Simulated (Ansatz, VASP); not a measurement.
# Cross-check of P between VASP and Ansatz, part 2 of 2

Wanted: the spread between two codes on one cell, functional and k mesh.

VASP 6.6.1 and Ansatz 0.2.0.

So far: The structure; VASP: band structure, HSE06.

### Step 3. Ansatz: band structure, HSE06

Level of this step: Ansatz beside VASP: Kohn-Sham DFT, plane waves, HSE06 (Ansatz).

Ansatz runs on its default PAW (the set named soft_2) files.

The same cell, functional, mesh and smearing now go to Ansatz, which takes its cutoff from its data sets.

input.yaml reads:

```yaml
crystal:
  lattice:
    - [1.6582, -5.242, 0.0]
    - [1.6582, 5.242, 0.0]
    - [0.0, 0.0, 4.3793]
  atoms:
    - { symbol: P, position: [0.89838, 0.10162, 0.08068] }
    - { symbol: P, position: [0.60162, 0.39838, 0.58068] }
    - { symbol: P, position: [0.10162, 0.89838, 0.91932] }
    - { symbol: P, position: [0.39838, 0.60162, 0.41932] }
hamiltonian:
  xc: { exchange: pbe, correlation: pbe, exx: { coeff: 0.25, omega: 0.2 } }
  pseudopotentials: { kind: paw }
kpoints:
  mp_grid: { grid: [4, 4, 3] }
  band_path:
    path:
      - [0.0, 0.0, 0.0]
      - [0.27502, 0.27502, 0.0]
      - [0.0, 0.5, 0.0]
      - [0.055, 0.455, 0.5]
      - [0.22001, 0.22001, 0.5]
      - [0.0, 0.0, 0.3]
      - [-0.2, 0.2, 0.0]
      - [-0.5, 0.5, 0.0]
      - [-0.36501, 0.63499, 0.0]
      - [-0.27502, 0.72498, 0.3]
      - [-0.455, 0.545, 0.5]
      - [-0.5, 0.5, 0.1]
      - [-0.5, 0.5, 0.5]
    npoints: 1
scf:
  occupations: { method: gaussian, width: 0.02 }
  n_extra_bands: 8
output:
  forces: true
  stress: true
  eigenvalues: true
```

Command:

```console
$ ansatz run input.yaml --threads 4 --pin off --max-ram 9216MiB --backend cpu --events-out ev --progress --plain --runs-dir out
```

Numbers of over 12 decimals in the logs are rounded to 6 here.

What it wrote:

```text
Warning: output.stress: scf.convergence.dr2_threshold = 1e-7 eV (the SCF's general default) is looser than the 4e-10 eV advised for a printed stress (1e-10 eV for each atom of the cell: 4). What an SCF threshold leaves in a stress goes as its square root, and in the free energy as the threshold itself, and one threshold admits the most on a small cell: [figures from the program's tests cut] Set scf.convergence.dr2_threshold to 4e-10 eV or tighter. The threshold is an SCF's pass mark: one that does not reach it within its budget of iterations ends unconverged, or closes short of it on a stop that the run arms, and scf.convergence.dr2_threshold's page says what that costs each kind of run
Warning: output.stress: scf.exx.energy_threshold = 1e-6 eV is looser than the 4e-8 eV advised for a stress under a hybrid functional (1e-8 eV for each atom of the cell: 4). Every SCF of the exchange loop can meet its threshold on dr2 while the loop round them stops early: no threshold on dr2 bounds what that leaves in the stress. Set scf.exx.energy_threshold to 4e-8 eV or tighter. The threshold is the loop's pass mark: a loop that does not reach it within its budget of cycles ends unconverged, and scf.exx.energy_threshold's page has the law
scf.n_extra_bands = 8 over 10 filled bands (N_el = 20.0): the run solves 18 bands
Engine: ansatz 0.2.0, aarch64-unknown-linux-gnu
Pseudopotentials: kind: paw
Pseudopotential: P, paw, valence charge 5, recommended cutoff 420 eV (normal), P.paw.azcp
Functional definition: unnamed
  parameter a_1 = 0.25
  parameter omega_1 = 0.2/angstrom
  exchange = pbe_x + (-a_1)*pbe_x_sr(omega_1) + a_1*exact_x_sr(omega_1)
  correlation = pbe_c
Crystal: 4 atoms, lattice volume = 76.132 Å³
Basis set: ecut = 420 eV, 1491 PW (Γ), exchange–correlation on 80×80×60 points (8 copies of the dense FFT grid, shifted against one another)
Bands: 18, of which v1, the nominal top of the filled ones, is band 10 counted from 1 (9 counted from 0)
Symmetry: 8 space group operations
Space group: Cmce (ITA 64), of the structure as read, at distance tolerance 4.2e-5 Å
k-points: 14 of 48
Non-local potential: P, projectors of the file, l = 0: 2, l = 1: 2, l = 2: 2
PAW form: soft (Blöchl's): semilocal exchange-correlation on the pseudo side does not see the compensation charge
PAW frozen core: P, regenerated for the run's functional, and the local potential with it (the file was generated under x = pbe(κ = 0.804, μ = 0.219515), c = pbe(β = 0.066725))
PAW one-centre angular grid: P, 110 points (default); XC on 64 Gauss nodes
Initial density: superposition of atomic densities (neutral atoms: chi_scale 0, normalization atom), corrected by the library's trained network
Initial wavefunctions: pseudopotential atomic-orbital guess
Functional: x = pbe(κ = 0.804, μ = 0.219515), c = pbe(β = 0.066725), warm-up for x = pbe(κ = 0.804, μ = 0.219515) + 0.25 (exact − pbe) at short range (hse, ω = 0.2 Å⁻¹), c = pbe(β = 0.066725)
SCF iter   1: F=—  HF=-3022.541570 eV  |F-HF|=—  |Δ(HF+E_count)|=         —  Δρ=2.31e-3  dr2=2.66e-3  ethr=1.77e-3  ⟨swp⟩=9.1  Hψ=1278  notcnv=0
preconditioner: auto → none  [insulator: Δε(μ)=0.320 eV  Ē_g=10.545 eV  σ=0.020 eV  W_gap=1.00  n_scr=12 (ndim 8)  ℏωp=19.0 eV  f_vac=0.000  D(μ)=0.00/eV (n_scr^D=0)]
SCF iter   2: F=—  HF=-3022.541566 eV  |F-HF|=—  |Δ(HF+E_count)|=   3.47e-6  Δρ=1.05e-3  dr2=4.71e-4  ethr=1.33e-5  ⟨swp⟩=4.8  Hψ=677  notcnv=0  defer=15
iter 3 solved again at ethr=1.27e-7 eV; its pass at ethr=2.35e-6 eV (dr2=2.54e-5 eV) is discarded
SCF iter   3: F=—  HF=-3022.541680 eV  |F-HF|=—  |Δ(HF+E_count)|=   1.14e-4  Δρ=1.97e-4  dr2=2.56e-5  ethr=1.27e-7  ⟨swp⟩=2.8  Hψ=858  notcnv=0
SCF iter   4: F=-3022.541683 eV  HF=-3022.541687 eV  |F-HF|=4.68e-6  |Δ(HF+E_count)|=   6.94e-6  Δρ=6.11e-5  dr2=6.96e-6  ethr=1.27e-7  ⟨swp⟩=3.0  Hψ=470  notcnv=0
SCF 1 stopped early in 4 iterations: F = -3022.541683 eV  dr2 = 6.96e-6
  greatest PAW one-centre occupation: 0.809 electrons in one spin orbital (limit 2), on the P atom at site 3 (counted from 0), in its partial waves of l = 0
Initial density: handed on by an earlier stage of this run
Initial wavefunctions: those handed on with the density
Functional: x = pbe(κ = 0.804, μ = 0.219515) + 0.25 (exact − pbe) at short range (hse, ω = 0.2 Å⁻¹), c = pbe(β = 0.066725)
Exchange kernel: α = 0.2500, screened, ω = 0.2000 Å⁻¹, Wigner–Seitz truncation, v(0) = 1092.9305 eV·Å³, q-mesh 4×4×3, nearest image of the exchange supercell L = 13.14 Å, pair-density grid 24×24×18, without the augmentation charges, whose exchange is taken in its separable form by FFT convolution over the k-point mesh (sized by the pseudopotential files, 24×36×30 at the most), smooth part of the exact exchange by density-matrix convolution
Frozen-core exchange: fock
SCF iter   1: F=—  HF=-3024.340677 eV  |F-HF|=—  |Δ(HF+E_count)|=         —  Δρ=4.46e-3  dr2=1.35e-2  ethr=3.48e-7  ⟨swp⟩=8.8  Hψ=1479  notcnv=0
preconditioner: auto → none  [insulator: Δε(μ)=0.050 eV  Ē_g=12.092 eV  σ=0.020 eV  W_gap=0.92  n_scr=12 (ndim 8)  ℏωp=19.0 eV  f_vac=0.000  D(μ)=0.50/eV (n_scr^D=0)]
SCF iter   2: F=—  HF=-3024.336176 eV  |F-HF|=—  |Δ(HF+E_count)|=   4.50e-3  Δρ=1.82e-3  dr2=6.05e-3  ethr=3.48e-7  ⟨swp⟩=4.0  Hψ=855  notcnv=0
SCF iter   3: F=—  HF=-3024.335613 eV  |F-HF|=—  |Δ(HF+E_count)|=   5.62e-4  Δρ=6.60e-4  dr2=4.72e-3  ethr=3.48e-7  ⟨swp⟩=4.0  Hψ=676  notcnv=0
SCF iter   4: F=—  HF=-3024.348265 eV  |F-HF|=—  |Δ(HF+E_count)|=   1.27e-2  Δρ=5.00e-4  dr2=5.56e-4  ethr=3.48e-7  ⟨swp⟩=4.0  Hψ=670  notcnv=0
SCF iter   5: F=—  HF=-3024.348968 eV  |F-HF|=—  |Δ(HF+E_count)|=   7.03e-4  Δρ=3.41e-4  dr2=1.39e-4  ethr=3.48e-7  ⟨swp⟩=3.9  Hψ=612  notcnv=0
SCF iter   6: F=-3024.349059 eV  HF=-3024.349063 eV  |F-HF|=4.40e-6  |Δ(HF+E_count)|=   9.49e-5  Δρ=4.48e-5  dr2=5.63e-6  ethr=3.48e-7  ⟨swp⟩=3.4  Hψ=575  notcnv=0
SCF 2 stopped early in 6 iterations: F = -3024.349059 eV  dr2 = 5.63e-6
  Residual-converged pass: ⟨swp⟩=4.7  Hψ=665  notcnv=0  max |occ|·‖R‖ = 6.5e-6 eV (tolerance 6.7e-6 eV)  dr2=5.59e-6  dr2_onsite=2.91e-8  max |Δocc| = 3.1e-24
  greatest PAW one-centre occupation: 0.804 electrons in one spin orbital (limit 2), on the P atom at site 3 (counted from 0), in its partial waves of l = 0
hybrid outer 1: dexx = +1.557e-2 eV, tail = 1.50e-5 eV
Exchange kernel: α = 0.2500, screened, ω = 0.2000 Å⁻¹, Wigner–Seitz truncation, v(0) = 1092.9305 eV·Å³, q-mesh 4×4×3, nearest image of the exchange supercell L = 13.14 Å, pair-density grid 24×24×18, without the augmentation charges, whose exchange is taken in its separable form by FFT convolution over the k-point mesh (sized by the pseudopotential files, 24×36×30 at the most), smooth part of the exact exchange by density-matrix convolution
Frozen-core exchange: fock
SCF iter   1: F=—  HF=-3024.349102 eV  |F-HF|=—  |Δ(HF+E_count)|=         —  Δρ=1.14e-5  dr2=1.46e-7  ethr=3.74e-7  ⟨swp⟩=5.1  Hψ=715  notcnv=0
preconditioner: auto → none  [insulator: Δε(μ)=0.260 eV  Ē_g=12.117 eV  σ=0.020 eV  W_gap=1.00  n_scr=12 (ndim 8)  ℏωp=19.0 eV  f_vac=0.000  D(μ)=0.00/eV (n_scr^D=0)]
SCF iter   2: F=—  HF=-3024.349102 eV  |F-HF|=—  |Δ(HF+E_count)|=   2.07e-7  Δρ=8.44e-6  dr2=1.02e-7  ethr=6.27e-10  ⟨swp⟩=3.4  Hψ=549  notcnv=0
SCF iter   3: F=—  HF=-3024.349102 eV  |F-HF|=—  |Δ(HF+E_count)|=   1.50e-8  Δρ=4.83e-6  dr2=1.55e-8  ethr=4.86e-10  ⟨swp⟩=2.6  Hψ=425  notcnv=0  defer=2
SCF iter   4: F=-3024.349102 eV  HF=-3024.349102 eV  |F-HF|=2.30e-9  |Δ(HF+E_count)|=   1.47e-9  Δρ=1.24e-6  dr2=2.89e-9  ethr=7.60e-11  ⟨swp⟩=3.4  Hψ=574  notcnv=0  defer=1
SCF 3 converged in 4 iterations: F = -3024.349102 eV  dr2 = 2.89e-9
  Residual-converged pass: ⟨swp⟩=3.4  Hψ=540  notcnv=0  max |occ|·‖R‖ = 6.3e-7 eV (tolerance 6.3e-7 eV)  dr2=2.90e-9  dr2_onsite=3.41e-11  max |Δocc| = 2.7e-27
hybrid outer 2: dexx = +1.863e-7 eV, tail = 6.68e-9 eV, Δε = 2.06e-3 eV (about 6.13e-5 eV left of the loop's levels), ΔF = 3.12e-3 eV/Å (tail 4.30e-4)
NSCF: frozen V_eff on 13 k-points
hybrid SCF converged: 2 outer / 10 inner (+4 warm-up), last move |dexx| = 1.86e-7 eV, tail = 6.68e-9 eV
Stability not checked: this state was not tested for a lower state beside it, because the functional holds exact exchange (a hybrid, or Hartree-Fock), whose exchange loop this test does not read (fock_operator; see scf.lower_state_search)
Free energy (F): -3024.349102 eV
Frozen-core exchange: fock
Harris-Foulkes:  -3024.349102 eV  (|F-HF|=2.30e-9)
Internal energy: -3024.349102 eV  (E = F + TS)
E sigma→0 (E₀):  -3024.349102 eV
Fermi energy:    7.756215 eV
--- Per-component energies (eV) ---
  E_band       = -3.047250
  E_kinetic    = 279.802846
  E_local      = -273.775994  (includes V_loc(G=0)·N_el)
  E_nonlocal   = 133.879895
  E_hartree    = 74.614608
  E_xc         = -199.736941
  E_vxc        = -196.578237  (∫ρ·V_xc dr)
  E_exx        = -32.409809  (= α·E_x^exact, valence–valence)
  E_paw        = -2291.918024  (= ΣΔE_a)
  E_vpaw       = -30.785018  (= ΣTr[D̂ρ^β])
  E_aug_tail   = 0.000013  (compensation charges beyond the density's cutoff)
  E_ewald      = -714.502864
  E_core_change = -0.302832  (= ΣΔE_core)
  E_smearing   = -0.000000  (= −TS)
  E_closure    = 0.000000  (closes the sum)
  Σ components = -3024.349102   (vs F -3024.349102, Δ=4.55e-13)
--- Forces (eV/Å), atoms counted from 1 ---
  atom   1  P      0.00000000    -0.21941729     0.18478133
  atom   2  P      0.00000000     0.21941729     0.18478133
  atom   3  P      0.00000000     0.21941729    -0.18478133
  atom   4  P      0.00000000    -0.21941729    -0.18478133
  max |Σ_I F_I| component: 2.78e-17 eV/Å
--- Stress (GPa, compression-positive) ---
        0.825735      -0.000000       0.000000
       -0.000000      -0.214617      -0.000000
        0.000000      -0.000000      -0.608916
  P = ⅓ Tr σ = 0.0007 GPa (0.007 kbar)
--- Band table (eV; the first three rows and the last of 14) ---
  k-point 0: bands = [... 6 lower, 2.8815, 4.2061, 4.5113, 5.8082, 8.7169, 9.1531, 10.0357, 11.2717, ... 4 higher]
  k-point 1: bands = [... 6 lower, 3.3677, 4.2479, 4.3226, 6.5644, 9.2645, 9.5765, 10.5132, 11.5763, ... 4 higher]
  k-point 2: bands = [... 6 lower, 2.5463, 3.7718, 4.4607, 5.9646, 8.6647, 9.7721, 10.5078, 10.9400, ... 4 higher]
  k-point 13: bands = [... 6 lower, 3.5918, 4.3517, 5.7612, 6.6667, 8.9166, 9.4239, 9.9906, 10.7485, ... 4 higher]
```

Elapsed: 30 s, on 4 threads of Arm Neoverse V1, shared host; peak memory 0.82 GiB.

The column dr2 measures how far the density is from self-consistency, as an energy; F and HF (Harris–Foulkes) agree once it is small.

### Step 4. Side by side

Known differences besides the potentials themselves: exact exchange at q = 0 is treated differently, which shows on coarse meshes; VASP keeps PBE cores, Ansatz makes them for the functional; the cutoff is 420 eV in Ansatz and 400 eV in VASP; VASP takes a coarser grid for exact exchange (PRECFOCK = Fast). Total energies have different zeros and are not compared.

Compared:

```csv
quantity,Ansatz,VASP,difference
gap over the path points (eV),0.260,0.286,-0.026
```

Forces (eV/Å; atoms numbered as in POSCAR):

```csv
atom,"Ansatz x, y, z","VASP x, y, z"
P1,"0.000, -0.219, 0.185","0.000, -0.280, 0.243"
P2,"0.000, 0.219, 0.185","0.000, 0.280, 0.243"
P3,"0.000, 0.219, -0.185","0.000, 0.280, -0.243"
P4,"0.000, -0.219, -0.185","0.000, -0.280, -0.243"
```

Levels at points of the path, from each program's valence-band top (eV; 4 filled, then empty):

```csv
k (reciprocal lattice),Ansatz,VASP
0.000 0.000 0.000,-4.75 -3.42 -3.12 -1.82 1.09 1.53 2.41,-4.71 -3.40 -3.08 -1.81 1.12 1.57 2.46
0.275 0.275 0.000,-4.37 -4.01 -3.31 -2.75 1.08 1.25 1.34,-4.35 -4.01 -3.31 -2.74 1.11 1.27 1.36
0.000 0.500 0.000,-3.99 -3.99 -3.19 -3.19 1.15 1.15 1.53,-3.98 -3.98 -3.19 -3.19 1.19 1.19 1.56
0.055 0.455 0.500,-6.21 -6.21 -2.46 -2.46 2.12 2.12 4.55,-6.19 -6.19 -2.45 -2.45 2.15 2.15 4.59
0.220 0.220 0.500,-6.20 -6.20 -3.09 -3.09 3.11 3.11 4.33,-6.18 -6.18 -3.08 -3.08 3.14 3.14 4.37
0.000 0.000 0.300,-4.13 -3.57 -3.32 -1.19 1.71 1.89 2.93,-4.10 -3.56 -3.29 -1.19 1.76 1.93 2.96
-0.200 0.200 0.000,-4.82 -3.30 -3.00 -1.19 1.31 1.32 2.61,-4.79 -3.28 -2.96 -1.19 1.33 1.36 2.66
-0.500 0.500 0.000,-4.94 -2.79 -2.06 0.00 0.26 1.06 2.82,-4.91 -2.75 -2.05 0.00 0.29 1.10 2.88
-0.365 0.635 0.000,-5.71 -4.48 -2.04 -1.54 0.78 1.09 2.99,-5.69 -4.47 -2.04 -1.54 0.81 1.12 3.03
-0.275 0.725 0.300,-5.80 -4.68 -2.61 -2.19 1.31 2.91 2.95,-5.79 -4.67 -2.60 -2.19 1.36 2.94 3.00
```

The forces differ by 48 meV/Å r.m.s., which is 22.6 % of the r.m.s. force of 0.21 eV/Å (both taken over all components). Among the levels compared at these points, filled levels agree within 35 meV and empty ones within 55 meV.

### Step 5. Further runs

Further runs change the set-up of one program: Ansatz's method, potentials or start, or VASP's data sets, cutoff or form of LDA. The table gives Ansatz less VASP for each quantity, since a change that brings one quantity closer may part another.

```csv
run,r.m.s. force difference (meV/Å),gap over the path points (eV)
as above,48,-0.026
cores kept as stored,42,-0.022
Ansatz's larger PAW set (cutoff 510 eV),45,-0.016
norm-conserving potentials (cutoff 599 eV),52,-0.029
```

### Step 6. Summary of results

```
r.m.s. force difference (band structure, HSE06) : 23 % of the r.m.s. force
```

What this shows: The r.m.s. force difference is 23 % of the r.m.s. force (band structure, HSE06), beyond the 3 % picked in this series as the mark of a large difference. Band structure, HSE06, Ansatz's larger PAW set (cutoff 510 eV): the difference in gap over the path points goes from -0.026 to -0.016 eV. How closely two codes agree says nothing of how well the functional describes the real material.

[Lines on the potential files, build, host, timing and source positions are cut from VASP's logs without a mark.]

[Logs are printed without paths, hosts, clocks, repeated set-up lines and the standing remarks that a program may print on its own settings, such as how far it seeks lower states.]

[Hosts, paths, dates, database ids (printed as entryN), source tags and the programs' standing remarks are cut or masked in the printed files.]
